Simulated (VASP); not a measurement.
Level of theory: HSE06 screened hybrid, VASP's PBE PAW potentials (set 64) (plane waves; VASP).

VASP ran on this input.

INCAR:
```
ALGO  =  Normal   # blocked Davidson
ISMEAR  =  0
ISIF  =  0
LWAVE  =  .FALSE.
PRECFOCK  =  Fast
GGA  =  PE
MAGMOM  =  64*0.0156
NUPDOWN  =  1
ISPIN  =  2   # spin-polarised
HFSCREEN  =  0.2
SIGMA  =  0.05   # width (eV)
ISYM  =  0
AEXX  =  0.25
EDIFF  =  1E-5
NELMIN  =  4
PREC  =  Normal
NELM  =  50   # most electronic steps
ENCUT  =  400
SYSTEM  =  BC32Si31
LCHARG  =  .FALSE.
LREAL  =  Auto
LORBIT  =  10
LASPH  =  .TRUE.   # aspherical one-centre terms
LHFCALC  =  .TRUE.
```

**KPOINTS**
```
Automatic
0
G
  1 1 1
0 0 0
```

**POSCAR**
```
BC32Si31
17.5166630
  0.4999999963   0.0000000000   0.0000000000
  0.0000000000   0.4999999963   0.0000000000
  0.0000000000   0.0000000000   0.4999999963
Si C B
31 32 1
Cartesian
  0.2497740681   0.4997466691   0.4998439424
  0.3745760889   0.1250423395   0.4999124485
  0.3745660398   0.4998587012   0.1250651936
  0.4998688091   0.4997566153   0.4998335377
  0.1249489615   0.1250447545   0.4996346996
  0.2498298401   0.2499099998   0.4996911468
  0.3745599793   0.3745503559   0.4997608132
  0.1249334892   0.4995936086   0.1249252235
  0.2497696615   0.1265774893   0.1265031791
  0.3726905420   0.2496064462   0.1265998885
  0.2498685713   0.4997470476   0.2498914876
  0.3726939165   0.1265396489   0.2496170003
  0.3746689280   0.4996587379   0.3746886212
  0.4997791440   0.2497266731   0.4997952011
  0.1251177236   0.3745149758   0.4997837348
  0.4996296147   0.1250063328   0.1250053365
  0.1264976389   0.2499928291   0.1265605606
  0.2495550589   0.3728929397   0.1267071140
  0.4997796209   0.4997165199   0.2497705413
  0.1265586849   0.1264505853   0.2499033894
  0.3729998570   0.3728767628   0.2499211275
  0.1250608554   0.4998406058   0.3746389073
  0.2496262568   0.1265598421   0.3729263767
  0.3728893433   0.2498241616   0.3729235850
  0.4998259214   0.3745111663   0.1249458109
  0.4996889529   0.2497296915   0.2498116287
  0.1264987055   0.3728167597   0.2496520669
  0.4998385375   0.1249338984   0.3745739273
  0.1265761859   0.2495227354   0.3727435583
  0.2499613737   0.3729081418   0.3728274050
  0.4997734238   0.3744673131   0.3746406638
  0.3123944482   0.0631775769   0.0632074366
  0.4368680041   0.1876941311   0.0631622563
  0.4368541894   0.0630928191   0.1877363111
  0.0625356016   0.0625599870   0.0625396834
  0.1874666627   0.1876670255   0.0625778023
  0.3123615899   0.3125295410   0.0625460712
  0.4374580608   0.4374713947   0.0625291679
  0.1875261486   0.0625291877   0.1874844495
  0.3081996589   0.1917137821   0.1917091914
  0.4373760818   0.3123635154   0.1874592251
  0.3124964916   0.0624005340   0.3126023526
  0.4373031336   0.1873551447   0.3124335963
  0.4375297888   0.0624980946   0.4375928036
  0.0631915539   0.3123953213   0.0630598682
  0.1877019599   0.4368547792   0.0631082166
  0.0626222842   0.1874936034   0.1875311934
  0.1916447770   0.3084078209   0.1917886771
  0.3125398890   0.4373963307   0.1876088405
  0.0631703083   0.0630385914   0.3124245679
  0.1917552317   0.1916128356   0.3083216589
  0.3089683174   0.3088711646   0.3088511953
  0.4370797390   0.4368858375   0.3124993479
  0.1877001868   0.0630870514   0.4369953499
  0.3124676206   0.1874964195   0.4374478484
  0.4369633753   0.3123356851   0.4370238507
  0.0630243012   0.4368242146   0.1876127847
  0.0623829706   0.3123596946   0.3124074112
  0.1874785567   0.4374087380   0.3124440867
  0.0630325102   0.1876309272   0.4368283228
  0.1875396398   0.3124342427   0.4372172147
  0.3124228331   0.4369363097   0.4370085040
  0.0626110082   0.4373985636   0.4374996117
  0.2487406494   0.2487331544   0.2487358525
```

POTCAR, in this order: Si C B (PBE.64 set). Program: vasp_gam. Read from the step before: WAVECAR.

The resulting files:

### OSZICAR
```
       N       E                     dE             d eps       ncg     rms          rms(c)
DAV:   1    -0.553873697925E+03   -0.55387E+03   -0.98604E+00   640   0.786E+00    0.145E+01
DAV:   2    -0.553940030201E+03   -0.66332E-01   -0.27141E-01   688   0.117E+00    0.106E+01
DAV:   3    -0.553923661954E+03    0.16368E-01   -0.11384E-02   712   0.260E-01    0.623E+00
DAV:   4    -0.553917719750E+03    0.59422E-02   -0.32464E-03   744   0.124E-01    0.359E+00
DAV:   5    -0.553915830053E+03    0.18897E-02   -0.99097E-04   744   0.675E-02    0.204E+00
DAV:   6    -0.553915220393E+03    0.60966E-03   -0.27570E-04   720   0.383E-02    0.116E+00
DAV:   7    -0.553915023670E+03    0.19672E-03   -0.80819E-05   696   0.222E-02    0.659E-01
DAV:   8    -0.553914961602E+03    0.62068E-04   -0.21335E-05   424   0.126E-02    0.381E-01
DAV:   9    -0.553914943883E+03    0.17720E-04   -0.10646E-05   424   0.945E-03    0.214E-01
DAV:  10    -0.553914939791E+03    0.40917E-05   -0.26786E-06   400   0.473E-03
   1 F= -.55391494E+03 E0= -.55391494E+03  d E =-.167244E-13  mag=     1.0000
```

### OUTCAR
```
------------------------ aborting loop because EDIFF is reached ----------------------------------------
  volume of cell :      671.84
      direct lattice vectors                 reciprocal lattice vectors
     8.758331436  0.000000000  0.000000000     0.114176999  0.000000000  0.000000000
     0.000000000  8.758331436  0.000000000     0.000000000  0.114176999  0.000000000
     0.000000000  0.000000000  8.758331436     0.000000000  0.000000000  0.114176999
  FREE ENERGIE OF THE ION-ELECTRON SYSTEM (eV)
  ---------------------------------------------------
  free  energy   TOTEN  =      -553.9149397910 eV

  energy  without entropy=     -553.9149397910  energy(sigma->0) =     -553.91493979

  exchange ACFDT corr.  =         0.00000000  see jH, gK, PRB 81, 115126

 total charge

# of ion       s       p       d       tot
------------------------------------------
    1        0.708   0.965   0.000   1.673
    2        0.709   0.976   0.000   1.686
    3        0.709   0.976   0.000   1.686
    4        0.710   0.976   0.000   1.686
    5        0.710   0.976   0.000   1.685
    6        0.709   0.977   0.000   1.687
    7        0.709   0.977   0.000   1.687
    8        0.710   0.976   0.000   1.685
    9        0.711   0.970   0.000   1.681
   10        0.710   0.972   0.000   1.682
   11        0.709   0.977   0.000   1.686
   12        0.710   0.972   0.000   1.682
   13        0.709   0.977   0.000   1.686
   14        0.708   0.965   0.000   1.673
   15        0.709   0.977   0.000   1.686
   16        0.710   0.976   0.000   1.685
   17        0.711   0.970   0.000   1.681
   18        0.710   0.972   0.000   1.682
   19        0.708   0.965   0.000   1.673
   20        0.711   0.970   0.000   1.681
   21        0.711   0.973   0.000   1.683
   22        0.709   0.977   0.000   1.686
   23        0.710   0.972   0.000   1.682
   24        0.710   0.973   0.000   1.683
   25        0.709   0.976   0.000   1.686
   26        0.709   0.977   0.000   1.687
   27        0.710   0.972   0.000   1.682
   28        0.709   0.976   0.000   1.686
   29        0.710   0.971   0.000   1.682
   30        0.711   0.973   0.000   1.683
   31        0.709   0.977   0.000   1.687
   32        0.833   1.698   0.000   2.531
   33        0.833   1.699   0.000   2.532
   34        0.833   1.699   0.000   2.531
   35        0.833   1.706   0.000   2.539
   36        0.834   1.709   0.000   2.544
   37        0.834   1.713   0.000   2.547
   38        0.833   1.706   0.000   2.539
   39        0.834   1.709   0.000   2.544
   40        0.830   1.660   0.000   2.490
   41        0.834   1.710   0.000   2.544
   42        0.834   1.713   0.000   2.546
   43        0.834   1.710   0.000   2.544
   44        0.833   1.706   0.000   2.539
   45        0.833   1.699   0.000   2.532
   46        0.833   1.700   0.000   2.532
   47        0.834   1.709   0.000   2.544
   48        0.830   1.660   0.000   2.490
   49        0.834   1.711   0.000   2.545
   50        0.833   1.698   0.000   2.531
   51        0.830   1.659   0.000   2.490
   52        0.832   1.650   0.000   2.482
   53        0.833   1.698   0.000   2.531
   54        0.833   1.699   0.000   2.532
   55        0.834   1.711   0.000   2.545
   56        0.833   1.698   0.000   2.531
   57        0.833   1.699   0.000   2.532
   58        0.834   1.713   0.000   2.547
   59        0.834   1.710   0.000   2.544
   60        0.833   1.699   0.000   2.532
   61        0.834   1.711   0.000   2.545
   62        0.833   1.698   0.000   2.531
   63        0.833   1.706   0.000   2.539
   64        0.611   1.092   0.000   1.702
--------------------------------------------------
tot         49.271  85.638   0.000 134.909

 magnetization (x)

# of ion       s       p       d       tot
------------------------------------------
    1       -0.001   0.000   0.000  -0.001
    2       -0.001  -0.000   0.000  -0.001
    3       -0.001  -0.000   0.000  -0.001
    4       -0.001  -0.000   0.000  -0.001
    5       -0.001   0.000   0.000  -0.000
    6       -0.001  -0.001   0.000  -0.002
    7       -0.001  -0.001   0.000  -0.002
    8       -0.001   0.000   0.000  -0.000
    9       -0.001   0.003   0.000   0.002
   10       -0.001  -0.001   0.000  -0.002
   11       -0.001  -0.001   0.000  -0.002
   12       -0.001  -0.001   0.000  -0.002
   13       -0.001  -0.001   0.000  -0.002
   14       -0.001   0.000   0.000  -0.001
   15       -0.001  -0.000   0.000  -0.001
   16       -0.001   0.000   0.000  -0.000
   17       -0.001   0.003   0.000   0.002
   18       -0.001  -0.001   0.000  -0.002
   19       -0.001   0.000   0.000  -0.001
   20       -0.001   0.003   0.000   0.002
   21       -0.001  -0.001   0.000  -0.003
...
```
(Selected blocks of OUTCAR.)

The supercell is sampled at Γ alone, which is coarse: total energies, pressure and levels can be off, energies of defects by several tenths of an eV.

The cell is a supercell with a defect, built from SiC (zinc blende): B_Si. The cell's shape comes from a PBE relaxation.
